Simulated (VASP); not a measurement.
Given:

```xyz
3
Lattice="2.2810 -3.9509 0.0000 2.2810 3.9509 0.0000 0.0000 0.0000 6.1458" Properties=species:S:1:pos:R:3 pbc="T T T"
Te     0.6034     1.0451     4.0972
Te     3.3553     0.0000     0.0000
Te     0.6034    -1.0451     2.0486
```

The numbers are results of TPSS meta-GGA, VASP's PBE PAW potentials (set 64) (plane waves; VASP), not measurements. Settings: 520 eV cut-off, 6×6×4 Γ-centred mesh, Gaussian smearing of 0.050 eV, potentials Te.

Problem. The ions and cell shape at fixed volume are relaxed. What does this cell relax into?

Solution. 
```xyz
3
Lattice="2.3173 -4.0137 0.0000 2.3173 4.0137 0.0000 0.0000 0.0000 5.9549" Properties=species:S:1:pos:R:3 pbc="T T T"
Te     2.9109    -2.9856     3.9700
Te     3.4475     0.0000     0.0000
Te     2.9109     2.9856     1.9850
```
Space group P3_121 (152), at a tolerance of 0.03 Å.

Problem. How much energy does the relaxation gain?

Solution. The energy (σ→0) changes by -9.9 meV/atom, in 4 ionic steps.

| step | E(σ→0) (eV) | max force (eV/Å) | pressure (GPa) | volume (Å³) |
|---|---|---|---|---|
| 1 | -33.2101 | 0.248 | -2.33 | 110.77 |
| 2 | -33.2255 | 0.183 | -1.91 | 110.77 |
| 3 | -33.2392 | 0.041 | -1.08 | 110.77 |
| 4 | -33.2397 | 0.000 | -0.86 | 110.77 |

The compound is Te in the trig structure. This cell is one point of a volume scan, at 1.06 of the reference volume. Symmetry was kept, so distortions that lower it aren't found.
